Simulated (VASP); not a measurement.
# Mg2Au (Pnma) in VASP: single point with LDA

Aim: the single point of Mg2Au with LDA.

All numbers are computed with VASP 6.6.1; they aren't measurements. Logs are shortened: lines on timing, memory, paths and dates and some standing lists are left out, and cuts for length are marked.

### 1 The structure

The structure is orthorhombic, space group Pnma (No. 62). Conventional cell: a = 5.917 Å, b = 4.385 Å, c = 8.374 Å, α = 90.00°, β = 90.00°, γ = 90.00°. Mg (site symmetry m) has 4 Au at 2.71 to 2.72 Å and 4 Mg at 3.00 to 3.10 Å as nearest neighbours. Mg (site symmetry m) is surrounded by 5 Au at 2.79 to 2.99 Å and 6 Mg at 3.00 to 3.10 Å. Au (site symmetry m) is surrounded by 9 Mg at 2.71 to 2.99 Å.

### 2 Single point, LDA

The input, INCAR:

```
SYSTEM = Mg2Au
ALGO = Fast
EDIFF = 1E-7
ENCUT = 520
ISIF = 2
ISMEAR = -1
LASPH = .True.
LCHARG = .False.
LREAL = .False.
LWAVE = .False.
NBANDS = 42
NELM = 100
PREC = Accurate
SIGMA = 0.1
```

The input, KPOINTS:

```
k-points
0
Gamma
  4 6 3
  0 0 0
```

The input, POSCAR:

```
Mg2Au
1.0
    5.9174041089      0.0000000000      0.0000000000
    0.0000000000      4.3847173658      0.0000000000
    0.0000000000      0.0000000000      8.3736946783
Mg Au
8 4
Direct
    0.8263433018      0.2500000000      0.0592635601
    0.6736566982      0.7500000000      0.5592635601
    0.3263433018      0.2500000000      0.4407364399
    0.1736566982      0.7500000000      0.9407364399
    0.4553238769      0.2500000000      0.7999433336
    0.0446761231      0.7500000000      0.2999433336
    0.9553238769      0.2500000000      0.7000566664
    0.5446761231      0.7500000000      0.2000566664
    0.2762598688      0.2500000000      0.1196432243
    0.2237401312      0.7500000000      0.6196432243
    0.7762598688      0.2500000000      0.3803567757
    0.7237401312      0.7500000000      0.8803567757
```

Potentials or basis: VASP PAW LDA potentials, release 64 (Mg, Au).

Launch:

```
cat potpaw_LDA.64/Mg/POTCAR potpaw_LDA.64/Au/POTCAR > POTCAR
mpirun -np 1 vasp_std > vasp.out
```

OUTCAR:

```text
SYSTEM = Mg2Au
   EDIFF = 1E-7
   ENCUT = 520
   ISIF = 2
   ISMEAR = -1
   LASPH = .True.
   LREAL = .False.
   NELM = 100
   PREC = Accurate

 ion  position               nearest neighbor table
   1  0.826  0.250  0.059-  11 2.71   9 2.71  12 2.72  12 2.72   8 3.00   8 3.00   5 3.09   7 3.10
                             4 3.16   4 3.16   6 3.25   6 3.25   9 3.29
   2  0.674  0.750  0.559-  12 2.71  10 2.71  11 2.72  11 2.72   7 3.00   7 3.00   6 3.09   8 3.10
                             3 3.16   3 3.16   5 3.25   5 3.25  10 3.29
   3  0.326  0.250  0.441-   9 2.71  11 2.71  10 2.72  10 2.72   6 3.00   6 3.00   7 3.09   5 3.10
                             2 3.16   2 3.16   8 3.25   8 3.25  11 3.29
   4  0.174  0.750  0.941-  10 2.71  12 2.71   9 2.72   9 2.72   5 3.00   5 3.00   8 3.09   6 3.10
                             1 3.16   1 3.16   7 3.25   7 3.25  12 3.29
   5  0.455  0.250  0.800-  12 2.79  12 2.79   9 2.88  10 2.99  10 2.99   4 3.00   4 3.00   7 3.07
                             7 3.07   1 3.09   3 3.10   2 3.25   2 3.25
   6  0.045  0.750  0.300-  11 2.79  11 2.79  10 2.88   9 2.99   9 2.99   3 3.00   3 3.00   8 3.07
                             8 3.07   2 3.09   4 3.10   1 3.25   1 3.25
   7  0.955  0.250  0.700-  10 2.79  10 2.79  11 2.88  12 2.99  12 2.99   2 3.00   2 3.00   5 3.07
                             5 3.07   3 3.09   1 3.10   4 3.25   4 3.25
   8  0.545  0.750  0.200-   9 2.79   9 2.79  12 2.88  11 2.99  11 2.99   1 3.00   1 3.00   6 3.07
                             6 3.07   4 3.09   2 3.10   3 3.25   3 3.25
   9  0.276  0.250  0.120-   3 2.71   1 2.71   4 2.72   4 2.72   8 2.79   8 2.79   5 2.88   6 2.99
                             6 2.99   1 3.29
  10  0.224  0.750  0.620-   4 2.71   2 2.71   3 2.72   3 2.72   7 2.79   7 2.79   6 2.88   5 2.99
                             5 2.99   2 3.29
  11  0.776  0.250  0.380-   1 2.71   3 2.71   2 2.72   2 2.72   6 2.79   6 2.79   7 2.88   8 2.99
                             8 2.99   3 3.29
  12  0.724  0.750  0.880-   2 2.71   4 2.71   1 2.72   1 2.72   5 2.79   5 2.79   8 2.88   7 2.99
                             7 2.99   4 3.29

  LATTYP: Found a simple orthorhombic cell.
 ALAT       =     4.3847173658
 B/A-ratio  =     1.3495520042
 C/A-ratio  =     1.9097455958

  Lattice vectors:

 A1 = (   0.0000000000,  -4.3847173658,   0.0000000000)
 A2 = (   5.9174041089,   0.0000000000,   0.0000000000)
 A3 = (   0.0000000000,   0.0000000000,   8.3736946783)

Analysis of symmetry for initial positions (statically):
=====================================================================
 Subroutine PRICEL returns:
 Original cell was already a primitive cell.

 Routine SETGRP: Setting up the symmetry group for a
 simple orthorhombic supercell.

 Subroutine GETGRP returns: Found  8 space group operations
 (whereof  2 operations were pure point group operations)
 out of a pool of  8 trial point group operations.

The static configuration has the point symmetry S_2 .
 The point group associated with its full space group is D_2h.

Analysis of symmetry for dynamics (positions and initial velocities):
=====================================================================
 Subroutine PRICEL returns:
 Original cell was already a primitive cell.

 Routine SETGRP: Setting up the symmetry group for a
 simple orthorhombic supercell.

 Subroutine GETGRP returns: Found  8 space group operations
 (whereof  2 operations were pure point group operations)
 out of a pool of  8 trial point group operations.

The dynamic configuration has the point symmetry S_2 .
 The point group associated with its full space group is D_2h.

 Subroutine INISYM returns: Found  8 space group operations
 (whereof  2 operations are pure point group operations),
 and found     1 'primitive' translations

----------------------------------------------------------------------------------------

                                     Primitive cell

  volume of cell :     217.2651

  direct lattice vectors                    reciprocal lattice vectors
     5.917404109  0.000000000  0.000000000     0.168993022  0.000000000  0.000000000
     0.000000000  4.384717366  0.000000000     0.000000000  0.228064871  0.000000000
     0.000000000  0.000000000  8.373694678     0.000000000  0.000000000  0.119421598

  length of vectors
     5.917404109  4.384717366  8.373694678     0.168993022  0.228064871  0.119421598

  position of ions in fractional coordinates (direct lattice)
[... 40 lines left out ...]
     0.000000000  0.038010812  0.000000000     0.000000000  0.166666667  0.000000000
     0.000000000  0.000000000  0.039807199     0.000000000  0.000000000  0.333333333

  Length of vectors
     0.042248255  0.038010812  0.039807199

  Shift w.r.t. Gamma in fractional coordinates (k-lattice)
     0.000000000  0.000000000  0.000000000

 Subroutine IBZKPT returns following result:
 ===========================================

 Found     24 irreducible k-points:

 Following reciprocal coordinates:
            Coordinates               Weight
  0.000000  0.000000  0.000000      1.000000
  0.250000  0.000000  0.000000      2.000000
  0.500000  0.000000  0.000000      1.000000
  0.000000  0.166667  0.000000      2.000000
  0.250000  0.166667  0.000000      4.000000
  0.500000  0.166667  0.000000      2.000000
[... 16 lines left out ...]
  0.250000  0.500000  0.333333      4.000000
  0.500000  0.500000  0.333333      2.000000
   k-points           NKPTS =     24   k-points in BZ     NKDIM =     24   number of bands    NBANDS=     42
   number of dos      NEDOS =    301   number of ions     NIONS =     12
   total plane-waves  NPLWV = 110592
   dimension x,y,z NGX =    48 NGY =   36 NGZ =   64
   dimension x,y,z NGXF=    96 NGYF=   72 NGZF=  128
   ions per type =               8   4
   NGX,Y,Z   is equivalent  to a cutoff of  13.49, 13.65, 12.71 a.u.
   NGXF,Y,Z  is equivalent  to a cutoff of  26.97, 27.30, 25.41 a.u.
 SYSTEM =  Mg2Au
   PREC   = accura    normal or accurate (medium, high low for compatibility)
   ISTART =      0    job   : 0-new  1-cont  2-samecut
   ICHARG =      2    charge: 1-file 2-atom 10-const
   ISPIN  =      1    spin polarized calculation?
   LNONCOLLINEAR =      F non collinear calculations
   LSORBIT =      F    spin-orbit coupling
   LASPH  =      T    aspherical Exc in radial PAW
   ENCUT  =  520.0 eV  38.22 Ry    6.18 a.u.  11.00  8.15 15.57*2*pi/ulx,y,z
   NELM   =    100;   NELMIN=  2; NELMDL= -5     # of ELM steps
   EDIFF  = 0.1E-06   stopping-criterion for ELM
   LREAL  =      F    real-space projection
   EDIFFG = 0.1E-05   stopping-criterion for IOM
   NSW    =      0    number of steps for IOM
   IBRION =     -1    ionic relax: 0-MD 1-quasi-New 2-CG
   NFREE  =      0    steps in history (QN), initial steepest desc. (CG)
   ISIF   =      2    stress and relaxation
   ISYM   =      2    0-nonsym 1-usesym 2-fastsym
   POTIM  = 0.5000    time-step for ionic-motion
   TEBEG  =    0.0;   TEEND  =   0.0 temperature during run
   PSTRESS=    0.0 pullay stress
   NELECT =      60.0000    total number of electrons
   NUPDOWN=      -1.0000    fix difference up-down
   EMIN   =  10.00;   EMAX   =-10.00  energy-range for DOS
   EFERMI =   0.00;   METHOD = LEGACY
   ISMEAR =    -1;   SIGMA  =   0.10  broadening in eV -4-tet -1-fermi 0-gaus
   EFERMI_NEDOS =   21; number of points for ismear=-14 and -15
   IALGO  =     68    algorithm
   IMIX   =      4    mixing-type and parameters
     AMIX     =   0.40;   BMIX     =  1.00
     AMIX_MAG =   1.60;   BMIX_MAG =  1.00
  volume/ion in A,a.u.               =      18.11       122.18
  Fermi-wavevector in a.u.,A,eV,Ry     =   1.066093  2.014624 15.463772  1.136555
  Thomas-Fermi vector in A             =   2.201666
   LORBIT       =      0    0 simple, 1 ext, 2 COOP (PROOUT), +10 PAW based schemes
   GGA     = CA    functional components
   LHFCALC =     F    Hartree Fock is set to
   AEXX    =    0.0000 exact exchange contribution
   IVDW    =     0    specifies the selected vdW correction
   LEPSILON=     F    determine dielectric tensor
   LRPA    =     F    only Hartree local field effects (RPA)
 non-spin polarized calculation
 RMM-DIIS sequential band-by-band and
  energy-cutoff  :      520.00
  volume of cell :      217.27
 maximum number of plane-waves:      5874
 NGX is ok and might be reduce to    48
   NGX = 23   NGY = 17   NGZ = 31

 number of electron      60.0000001 magnetization

 Free energy of the ion-electron system (eV)
  ---------------------------------------------------
  ext. energy  EPLUGINS =         0.00000000
  ---------------------------------------------------
  free energy    TOTEN  =       -39.21353131 eV

  energy without entropy =      -39.09015591  energy(sigma->0) =      -39.15184361

 E-fermi :   5.3978     XC(G=0): -10.4890

 val. band max:        5.3481802620   @ k =   0.2500   0.0000   0.3333
 cond. band min:       5.4134195592   @ k =   0.0000   0.1667   0.0000
 fundamental gap:      0.0652392972
 Fermi energy:         5.3977549964

 k-point     1 :       0.0000    0.0000    0.0000
  band No.  band energies     occupation
      1      -3.1905      2.00000
      2      -1.1824      2.00000
      3      -1.1268      2.00000
      4      -0.7163      2.00000
      5      -0.2113      2.00000
      6      -0.0965      2.00000
[... 1069 lines left out ...]
     41      11.0315      0.00000
     42      11.0315      0.00000

------------------------ aborting loop because EDIFF is reached ----------------------------------------

  FORCE on cell =-STRESS in cart. coord.  units (eV):
  Direction    XX          YY          ZZ          XY          YZ          ZX
  --------------------------------------------------------------------------------------
  -------------------------------------------------------------------------------------
  Total       -0.6567430     -0.5460095     -0.6476439      0.0000000      0.0000000      0.0000000
  in kB       -4.8430178     -4.0264359     -4.7759188      0.0000000      0.0000000      0.0000000
  external PRESSURE =      -4.5484575 kB  Pullay stress =       0.0000000 kB

 VOLUME and BASIS-vectors are now :
 -----------------------------------------------------------------------------
  energy-cutoff  :      520.00
  volume of cell :      217.27
      direct lattice vectors                 reciprocal lattice vectors
     5.917404109  0.000000000  0.000000000     0.168993022  0.000000000  0.000000000
     0.000000000  4.384717366  0.000000000     0.000000000  0.228064871  0.000000000
     0.000000000  0.000000000  8.373694678     0.000000000  0.000000000  0.119421598

 POSITION                                       TOTAL-FORCE (eV/Angst)
 -----------------------------------------------------------------------------------
      4.88981      1.09618      0.49625        -0.004093      0.000000     -0.000046
      3.98630      3.28854      4.68310         0.004093      0.000000     -0.000046
      1.93111      1.09618      3.69059        -0.004093     -0.000000      0.000046
      1.02760      3.28854      7.87744         0.004093      0.000000      0.000046
      2.69434      1.09618      6.69848        -0.000380      0.000000     -0.009794
      0.26437      3.28854      2.51163         0.000380      0.000000     -0.009794
      5.65304      1.09618      5.86206        -0.000380      0.000000      0.009794
      3.22307      3.28854      1.67521         0.000380      0.000000      0.009794
      1.63474      1.09618      1.00186         0.000498      0.000000     -0.003072
      1.32396      3.28854      5.18870        -0.000498      0.000000     -0.003072
      4.59344      1.09618      3.18499         0.000498      0.000000      0.003072
      4.28266      3.28854      7.37184        -0.000498     -0.000000      0.003072
 -----------------------------------------------------------------------------------
    total drift:                                0.000000      0.000000     -0.000000

  FREE ENERGIE OF THE ION-ELECTRON SYSTEM (eV)
  ---------------------------------------------------
  free  energy   TOTEN  =       -39.2135313132 eV

  energy  without entropy=      -39.0901559127  energy(sigma->0) =      -39.15184361
```

Run time: 3.8 min. Hardware: 1 thread of Intel Xeon Platinum 8375C at 2.90GHz (Ice Lake), shared host; peak memory 0.36 GiB.

What came out:

```yaml
Free_energy: -39.2135 eV
Pressure: -0.5 GPa
Largest_force: 0.010 eV/Å
Band_gap_on_the_k_mesh: none (metal or under the smearing width)
```

Forces in eV/Å, atoms in the order of the input:
```
Mg  -0.004  0.000  0.000
Mg   0.004  0.000  0.000
Mg  -0.004  0.000  0.000
Mg   0.004  0.000  0.000
Mg   0.000  0.000 -0.010
Mg   0.000  0.000 -0.010
Mg   0.000  0.000  0.010
Mg   0.000  0.000  0.010
Au   0.000  0.000 -0.003
Au   0.000  0.000 -0.003
Au   0.000  0.000  0.003
Au   0.000  0.000  0.003
```

Spin-orbit coupling is left out, which matters for the levels of Au.
